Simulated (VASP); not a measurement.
A run of VASP 6.6.1:

The input INCAR:

```
SYSTEM = Hf4V8H15
  PREC = Accurate
  ENCUT = 520
  EDIFF = 1E-6
  ISMEAR = -1
  SIGMA = 0.05
  LREAL = Auto
  LASPH = .TRUE.
  NELM = 60
  ALGO = Fast
  ISIF = 2
  LWAVE = .FALSE.
  LCHARG = .FALSE.
  GGA = CA
  NELECT = 160.0
  NBANDS = 98
```

KPOINTS

```
Automatic mesh
0
G
  2 2 2
  0 0 0
```

POSCAR

```
Hf4V8H15
1.0
    5.3885460000      0.0000000000      0.0000000000
    0.0000000000      5.3885460000      0.0000000000
    0.0000000000      0.0000000000      7.8029920000
Hf V H
4 8 15
Direct
    0.5160575784     -0.0229375420      0.2498913237
   -0.0058828485      0.0078685419      0.5017434338
    0.0085180678      0.5105273296      0.7558895357
    0.5006730944      0.5044960180     -0.0122132638
   -0.0301380001      0.2335695009      0.1242728430
    0.0094830776      0.7495714057      0.1346150297
    0.2436649887      0.4880166190      0.4068695700
    0.7358571310      0.5076508579      0.3686534601
    0.4969615180      0.7297701458      0.6234787886
    0.5088014466      0.2510695835      0.6229789804
    0.7334817222      0.0304163683      0.8869161983
    0.2299321561      0.0087778781      0.8781759612
    0.3136096453      0.8034820525      0.4420483835
    0.2935114593      0.1798073172      0.0727028812
    0.3215153030      0.3077453547      0.8023460744
    0.1751864046      0.3018253904      0.5750230168
    0.3113270259      0.6595285630      0.1988980637
    0.1700273135      0.6956793168      0.9333727370
    0.1829621571      0.8359212300      0.6841350087
    0.1743884157      0.1519519366      0.3052290711
    0.8060244823      0.3204575037      0.9334111838
    0.8525862079      0.6827444732      0.5418306209
    0.8241926486      0.7988982557      0.3080741336
    0.8228008075      0.1877686485      0.6958612799
    0.6703106923      0.1688581669      0.4459955873
    0.6877736592      0.3259135210      0.1828401208
    0.6845074720      0.7191735953      0.8109197087
```

Potentials or basis: VASP PAW LDA potentials, release 64 (Hf_pv, V_sv, H).

Launch:

```console
$ cat potpaw_LDA.64/Hf_pv/POTCAR potpaw_LDA.64/V_sv/POTCAR potpaw_LDA.64/H/POTCAR > POTCAR
$ mpirun -np 1 vasp_std > vasp.out
```

Hardware: 1 thread of AMD EPYC 9R45 96-Core Processor (Zen 5) (shared host).

Task: How long does it take, and how much memory?

Result: Run time: 4.2 min on 1 thread of AMD EPYC 9R45 96-Core Processor (Zen 5), on a shared host, peak memory 0.28 GiB. Counts: scf iterations 24, k points 8.
